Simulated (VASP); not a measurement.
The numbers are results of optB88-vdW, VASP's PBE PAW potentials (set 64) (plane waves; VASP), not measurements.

The input files of a VASP run:

**POSCAR**
```
ZrB2
1
    1.5993929365    -2.7702303007     0.0000000000
    1.5993929365     2.7702303007     0.0000000000
    0.0000000000     0.0000000000     3.6009731774
Zr B
1 2
Direct
  0.0000000000   0.0000000000   0.0000000000
  0.3333330000   0.6666670000   0.5000000000
  0.6666670000   0.3333330000   0.5000000000
```

KPOINTS:
```
Automatic mesh
0
Gamma
11 11 9
0 0 0
```

### INCAR
```
AGGAC  =  0.0
ALGO  =  Normal
EDIFF  =  1E-7
EDIFFG  =  -0.01
ENCUT  =  520
GGA  =  BO
IBRION  =  2
ISIF  =  4
ISMEAR  =  1
LASPH  =  .TRUE.
LCHARG  =  .FALSE.
LMAXMIX  =  4
LREAL  =  .FALSE.
LUSE_VDW  =  .TRUE.
LWAVE  =  .FALSE.
NELM  =  100
NSW  =  30
PARAM1  =  0.1833333333
PARAM2  =  0.22
PREC  =  Accurate
SIGMA  =  0.1
SYSTEM  =  ZrB2
```

POTCAR, in this order: Zr_sv B (PBE.64 set). Program: vasp_std.

Output

OUTCAR:
```
 ion  position               nearest neighbor table
   1  0.000  0.000  0.000-   2 2.58   3 2.58   2 2.58   3 2.58   3 2.58   3 2.58   2 2.58   2 2.58
                             3 2.58   3 2.58   2 2.58   2 2.58
   2  0.333  0.667  0.500-   3 1.85   3 1.85   3 1.85   1 2.58   1 2.58   1 2.58   1 2.58   1 2.58
                             1 2.58
   3  0.667  0.333  0.500-   2 1.85   2 1.85   2 1.85   1 2.58   1 2.58   1 2.58   1 2.58   1 2.58
                             1 2.58
  LATTYP: Found a hexagonal cell.
 ALAT       =     3.1987862830
 C/A-ratio  =     1.1257310926
 Subroutine PRICEL returns:
 Original cell was already a primitive cell.
 Subroutine GETGRP returns: Found 24 space group operations
The static configuration has the point symmetry D_6h.
The dynamic configuration has the point symmetry D_6h.
 Subroutine INISYM returns: Found 24 space group operations
 Subroutine IBZKPT returns following result:
 Found     80 irreducible k-points:

 Following reciprocal coordinates:
            Coordinates               Weight
  0.000000  0.000000  0.000000      1.000000
  0.090909  0.000000  0.000000      6.000000
  0.181818  0.000000  0.000000      6.000000
  0.272727  0.000000  0.000000      6.000000
...
```

File OSZICAR:
```
       N       E                     dE             d eps       ncg     rms          rms(c)
DAV:   1     0.118529114616E+03    0.11853E+03   -0.99389E+03  2080   0.138E+03
DAV:   2    -0.175689343308E+02   -0.13610E+03   -0.13114E+03  2453   0.337E+02
DAV:   3    -0.233481016290E+02   -0.57792E+01   -0.56916E+01  3352   0.609E+01
DAV:   4    -0.234806386474E+02   -0.13254E+00   -0.13248E+00  2653   0.865E+00
DAV:   5    -0.234837655812E+02   -0.31269E-02   -0.31268E-02  3230   0.108E+00    0.194E+01
DAV:   6    -0.207082946713E+02    0.27755E+01   -0.86330E+00  2525   0.197E+01    0.761E+00
DAV:   7    -0.206956336218E+02    0.12661E-01   -0.87599E-01  3156   0.590E+00    0.294E+00
DAV:   8    -0.207006036376E+02   -0.49700E-02   -0.97226E-02  2477   0.294E+00    0.728E-01
DAV:   9    -0.206976207598E+02    0.29829E-02   -0.18395E-02  2694   0.108E+00    0.138E-01
DAV:  10    -0.206976095897E+02    0.11170E-04   -0.96545E-04  2788   0.272E-01    0.469E-02
DAV:  11    -0.206976325287E+02   -0.22939E-04   -0.46119E-05  2601   0.792E-02    0.160E-02
DAV:  12    -0.206976323358E+02    0.19288E-06   -0.52976E-06  2696   0.223E-02    0.368E-03
DAV:  13    -0.206976323034E+02    0.32402E-07   -0.29617E-07  2385   0.585E-03
   1 F= -.20697632E+02 E0= -.20697623E+02  d E =-.206976E+02
```

OUTCAR:
```
------------------------ aborting loop because EDIFF is reached ----------------------------------------
  FORCE on cell =-STRESS in cart. coord.  units (eV):
  Direction    XX          YY          ZZ          XY          YZ          ZX
  --------------------------------------------------------------------------------------
  Total       -1.3389252     -1.3389257     -1.3118008     -0.0000000      0.0000000      0.0000000
  in kB      -67.2273472    -67.2273701    -65.8654317     -0.0000000      0.0000000      0.0000000
  external PRESSURE =     -66.7733830 kB  Pullay stress =       0.0000000 kB
  volume of cell :       31.91
      direct lattice vectors                 reciprocal lattice vectors
     1.599392936 -2.770230301  0.000000000     0.312618612 -0.180490409  0.000000000
     1.599392936  2.770230301  0.000000000     0.312618612  0.180490409  0.000000000
     0.000000000  0.000000000  3.600973177     0.000000000  0.000000000  0.277702707
 POSITION                                       TOTAL-FORCE (eV/Angst)
 -----------------------------------------------------------------------------------
      0.00000      0.00000      0.00000         0.000000     -0.000000      0.000000
      1.59939      0.92341      1.80049        -0.000000      0.000000      0.000000
      1.59939     -0.92341      1.80049        -0.000000     -0.000000     -0.000000
 -----------------------------------------------------------------------------------
    total drift:                                0.000000     -0.000000      0.000000
  FREE ENERGIE OF THE ION-ELECTRON SYSTEM (eV)
  ---------------------------------------------------
  free  energy   TOTEN  =       -20.6976323034 eV

  energy  without entropy=      -20.6976042966  energy(sigma->0) =      -20.69762297

 reached required accuracy - stopping structural energy minimisation
```
(Selected blocks of OUTCAR.)

The compound is ZrB2 in the AlB2 type structure. This cell is one point of a volume scan, at 1.03 of the reference volume.
